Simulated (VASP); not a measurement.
An input for Ansatz (written as the equivalent of a VASP run, and not itself run):

Ansatz 0.2 input:
```yaml
crystal:
  lattice:
    - [3.0498000, 0.0000000, 0.0000000]
    - [0.0000000, 3.0498000, 0.0000000]
    - [0.0000000, 0.0000000, 3.0498000]
  atoms:
    - { symbol: Ti, position: [0.0000000, 0.0000000, 0.0000000] }
    - { symbol: Co, position: [0.5000000, 0.5000000, 0.5000000] }
kpoints:
  mp_grid: { grid: [11, 11, 11] }
hamiltonian:
  xc: pbe
  pseudopotentials: { kind: paw }
  hubbard:
    sites:
      - { species: Ti, l: d, u_eff: 8 }
      - { species: Co, l: d, u_eff: 8 }
scf:
  occupations: { method: methfessel_paxton, width: 0.1 }
  max_iter: 100
output: { forces: true, stress: true, eigenvalues: true }
```

Q: Translate this input to VASP (INCAR, KPOINTS, POSCAR, choice of POTCAR).

A: One answer among several that fit: 
### KPOINTS
```
Automatic mesh
0
Gamma
11 11 11
0 0 0
```

POSCAR:
```
TiCo
1
    3.0498000000     0.0000000000     0.0000000000
    0.0000000000     3.0498000000     0.0000000000
    0.0000000000     0.0000000000     3.0498000000
Ti Co
1 1
Direct
  0.0000000000   0.0000000000   0.0000000000
  0.5000000000   0.5000000000   0.5000000000
```

### INCAR
```
LWAVE = F
LDAUPRINT = 1
LCHARG = F
ENCUT = 400   # plane-wave cut-off (eV)
LDAUJ = 0 0
EDIFF = 1E-6   # SCF stop (eV)
LREAL = F   # projection in real space or not
SYSTEM = TiCo
LMAXMIX = 4
LASPH = T
ISMEAR = 1
GGA = PE   # PBE
NELM = 100
LDAUU = 8.0 8.0
ALGO = Normal   # blocked Davidson
LORBIT = 10
LDAU = T
PREC = Accurate
LDAUL = 2 2
SIGMA = 0.1
LDAUTYPE = 2   # Dudarev
ISIF = 2
```

POTCAR, in this order: Ti_sv Co (PBE.64 set). Program: vasp_std.

Limits of the translation: each code has its own PAW files, so the cut-off isn't converted (ENCUT is set for VASP's; basis.ecutwfc is left out, and Ansatz then takes the one that its files recommend); Ansatz stops its SCF on the density residual and VASP on the energy change (EDIFF); the +U projectors differ, so the same U acts differently.

The compound is TiCo in the CsCl type structure. The cell was not relaxed at this level. The run is one of a series of settings (LDAU = .TRUE., LDAUJ = 0 0, LDAUL = 2 2, LDAUTYPE = 2, LDAUU = 8.0 8.0 against the base run), some of them coarse on purpose.
